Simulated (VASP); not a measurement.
```
CELL_PARAMETERS angstrom
      3.46037     0.00000     0.00000
      0.00000     3.46037     0.00000
      0.00000     0.00000     3.46037
ATOMIC_POSITIONS crystal
  Al 0.00000 0.00000 0.00000
  Ni 0.00000 0.50000 0.50000
  Ni 0.50000 0.00000 0.50000
  Ni 0.50000 0.50000 0.00000
```
Starting moments (μB, in the order of the record's atoms Al Ni Ni Ni): 0.0 0.3 0.3 0.3.

All values below come from PBE GGA, VASP's PBE PAW potentials (set 64) (plane waves; VASP). Numerical set-up: 500 eV cut-off, 9×9×9 Γ-centred mesh, first-order Methfessel-Paxton smearing of 0.10 eV, potentials Al Ni.

Task: Predict the cell moment, energy per atom (σ→0), pressure, band gap (on the k-mesh) with the smallest direct gap where there is one.

Result: 
The band gap (on the k-mesh) is none (metal, semimetal or under 0.01 eV), the cell moment is 0.00 μB and the energy per atom (σ→0) is -5.415 eV/atom. The pressure is 198.5 kbar.

The absolute energy has meaning only against runs of the same code, potentials and settings.

The compound is Ni3Al in the L1_2 structure. It was relaxed first under an external pressure of 20 GPa.
